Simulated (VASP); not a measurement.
Input:

```xyz
1
Lattice="-2.8776 2.8776 2.8776 2.8776 -2.8776 2.8776 2.8776 2.8776 -2.8776" Properties=species:S:1:pos:R:3 pbc="T T T"
Cs     0.0000     0.0000     0.0000
```

These are LDA (Ceperley-Alder, Perdew-Zunger), VASP's LDA PAW potentials (set 64) (plane waves; VASP) values and carry that method's errors. Run with 500 eV cut-off, 9×9×9 Γ-centred mesh, first-order Methfessel-Paxton smearing of 0.10 eV, potentials Cs_sv.

Unless said otherwise, spin-orbit coupling is left out, though it shifts the bands of the heavy elements here.

**Question.** Predict the energy per atom (σ→0), band gap (on the k-mesh) with the smallest direct gap where there is one.

**Answer.** 
- band gap (on the k-mesh) = none (metal, semimetal or under 0.01 eV)
- energy per atom (σ→0) = -0.993 eV/atom

The absolute energy has meaning only against runs of the same code, potentials and settings.

The compound is Cs in the bcc structure. It was relaxed first, which changed the volume by -16 %.
